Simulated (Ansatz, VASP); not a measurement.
## Mg6CoSb: VASP beside Ansatz

INCAR

```
SYSTEM = Mg6CoSb
ALGO = Normal
EDIFF = 1E-7
ENCUT = 520
GGA = PE
ISIF = 2
ISMEAR = -1
ISPIN = 2
LASPH = .TRUE.
LCHARG = .FALSE.
LMAXMIX = 4
LORBIT = 11
LREAL = .FALSE.
LWAVE = .FALSE.
MAGMOM = 0 2 0 0 0 0 0 0
NBANDS = 27
NELM = 100
PREC = Accurate
SIGMA = 0.05
```

KPOINTS

```
k-points
0
G
  6 5 5
  0 0 0
```

POSCAR

```
Mg6CoSb
1.0
    4.8811520000      0.0000000000      0.0000000000
    0.0000000000      3.1136065000      5.3272715000
    0.0000000000     -3.1136065000      5.3272715000
Sb Co Mg
1 1 6
Direct
    0.5000000000      0.6727890000      0.6727890000
    0.0000000000      0.8421750000      0.8421750000
    0.5000000000      0.1692510000      0.1692510000
    0.5000000000      0.6749950000      0.1474850000
    0.5000000000      0.1474850000      0.6749950000
    0.0000000000      0.3340140000      0.3340140000
    0.0000000000      0.8379730000      0.3213170000
    0.0000000000      0.3213170000      0.8379730000
```

Contents of input.yaml:

```yaml
crystal:
  lattice:
    - [4.881152, 0.0, 0.0]
    - [0.0, 3.1136065, 5.3272715]
    - [0.0, -3.1136065, 5.3272715]
  atoms:
    - { symbol: Sb, position: [0.5, 0.672789, 0.672789] }
    - { symbol: Co, position: [0.0, 0.842175, 0.842175], spin: 2.0 }
    - { symbol: Mg, position: [0.5, 0.169251, 0.169251] }
    - { symbol: Mg, position: [0.5, 0.674995, 0.147485] }
    - { symbol: Mg, position: [0.5, 0.147485, 0.674995] }
    - { symbol: Mg, position: [0.0, 0.334014, 0.334014] }
    - { symbol: Mg, position: [0.0, 0.837973, 0.321317] }
    - { symbol: Mg, position: [0.0, 0.321317, 0.837973] }
hamiltonian:
  xc: pbe
  pseudopotentials: { kind: paw }
magnetization:
  spin_polarized: true
kpoints:
  mp_grid: { grid: [6, 5, 5] }
scf:
  occupations: { method: fermi_dirac, width: 0.05 }
output:
  forces: true
  stress: true
  eigenvalues: true
```

The cell comes from a database or a generator and needn't be the stable form of this composition.

Alike in both runs: task single point; functional PBE; k mesh 6 × 5 × 5; occupations fermi-dirac, width 0.05 eV; collinear spin, ferromagnetic start.

|  | VASP | Ansatz |
| --- | --- | --- |
| version | VASP 6.6.1 | Ansatz 0.2.0 |
| potentials or method | VASP PAW PBE potentials, release 64 (Sb, Co, Mg) | Ansatz PAW |
| plane-wave cutoff (eV) | 520 | 420 |
| valence electrons in the cell | 26 | 92 |

VASP gave:

* gap on the k mesh at the Fermi level (eV): none
* pressure (GPa): 0.2
* largest component of the traceless stress (GPa): 0.15
* rms of the force components (eV/Å): 0.020
* net moment per atom (μB): 0.12
* size of the moment on the site where the two differ most (μB): 1.11

Question: What did Ansatz give for the same quantities?

Answer: gap on the k mesh at the Fermi level (eV): none; pressure (GPa): 0.2; largest component of the traceless stress (GPa): 0.14; rms of the force components (eV/Å): 0.022; net moment per atom (μB): 0.12; size of the moment on the site where the two differ most (μB): 1.15.

Site moments also hang on the region over which each program counts them. Atom by atom the forces differ by 0.002 eV/Å (rms over components). A gap of «none» marks a metal or a gap that the smearing closes. The two sets of potentials don't hold the same shells in valence.

Caveats: a cell with one magnetic atom can't hold antiferromagnetic order, which such compounds often take. The runs have no spin-orbit coupling, so splittings on Sb are missing.
